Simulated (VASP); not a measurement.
OSZICAR of a VASP run on Ti (relaxed from the omega structure, space group P6/mmm):

**OSZICAR**
```
       N       E                     dE             d eps       ncg     rms          rms(c)
DAV:   1     0.377172297755E+03    0.37717E+03   -0.17035E+04  3704   0.178E+03
DAV:   2    -0.296104267417E+00   -0.37747E+03   -0.37382E+03  3720   0.534E+02
DAV:   3    -0.472514664853E+02   -0.46955E+02   -0.46411E+02  7146   0.160E+02
DAV:   4    -0.516641063203E+02   -0.44126E+01   -0.43850E+01  5440   0.402E+01
DAV:   5    -0.518768915165E+02   -0.21279E+00   -0.21208E+00  5820   0.842E+00    0.181E+01
DAV:   6    -0.403524436130E+02    0.11524E+02   -0.30378E+01  4628   0.672E+01    0.248E+00
DAV:   7    -0.375139313681E+02    0.28385E+01   -0.42759E+00  5826   0.159E+01    0.243E+00
DAV:   8    -0.388072107563E+02   -0.12933E+01   -0.15479E+00  5376   0.805E+00    0.208E+00
DAV:   9    -0.387624663269E+02    0.44744E-01   -0.73466E-01  4492   0.817E+00    0.160E+00
DAV:  10    -0.388200981852E+02   -0.57632E-01   -0.21553E-01  5718   0.630E+00    0.129E+00
DAV:  11    -0.388658760505E+02   -0.45778E-01   -0.15307E-01  4386   0.387E+00    0.201E-01
DAV:  12    -0.388739449008E+02   -0.80689E-02   -0.24783E-02  5204   0.137E+00    0.196E-01
DAV:  13    -0.388718591050E+02    0.20858E-02   -0.28786E-03  5070   0.414E-01    0.991E-02
DAV:  14    -0.388718940366E+02   -0.34932E-04   -0.69857E-04  5060   0.231E-01    0.298E-02
DAV:  15    -0.388718428289E+02    0.51208E-04   -0.26279E-04  5256   0.197E-01    0.294E-02
DAV:  16    -0.388719353573E+02   -0.92528E-04   -0.11232E-04  4452   0.118E-01    0.192E-02
DAV:  17    -0.388721037928E+02   -0.16844E-03   -0.53390E-05  4008   0.712E-02    0.142E-02
DAV:  18    -0.388720998059E+02    0.39869E-05   -0.22901E-05  5500   0.366E-02    0.507E-03
DAV:  19    -0.388721268097E+02   -0.27004E-04   -0.76264E-06  3972   0.267E-02    0.788E-04
DAV:  20    -0.388721263093E+02    0.50040E-06   -0.14145E-06  5238   0.904E-03    0.111E-03
DAV:  21    -0.388721266878E+02   -0.37850E-06   -0.17416E-07  2812   0.484E-03    0.466E-04
DAV:  22    -0.388721260335E+02    0.65422E-06   -0.20168E-07  2936   0.368E-03    0.999E-04
DAV:  23    -0.388721256648E+02    0.36872E-06   -0.10120E-07  2220   0.374E-03    0.590E-04
DAV:  24    -0.388721253219E+02    0.34294E-06   -0.23636E-08  2208   0.136E-03    0.236E-04
DAV:  25    -0.388721252665E+02    0.55406E-07   -0.63702E-09  2184   0.747E-04
   1 F= -.38872125E+02 E0= -.38872125E+02  d E =0.000000E+00
       N       E                     dE             ncg
```

Problem. Which electronic solver shows in the log?

Solution. It is blocked Davidson (ALGO = Normal, or the opening steps of other solvers). The INCAR had ALGO = Normal.

Problem. Can the final energy be trusted as converged?

Solution. The calculation finished and met its thresholds. It stopped with EDIFF = 1E-7, NELM = 100 (r2SCAN meta-GGA, plane waves, VASP's PBE PAW potentials (set 64)).

The structure was generated: Ti was put into the omega type (P6/mmm), which need not be its known phase. It was relaxed first.
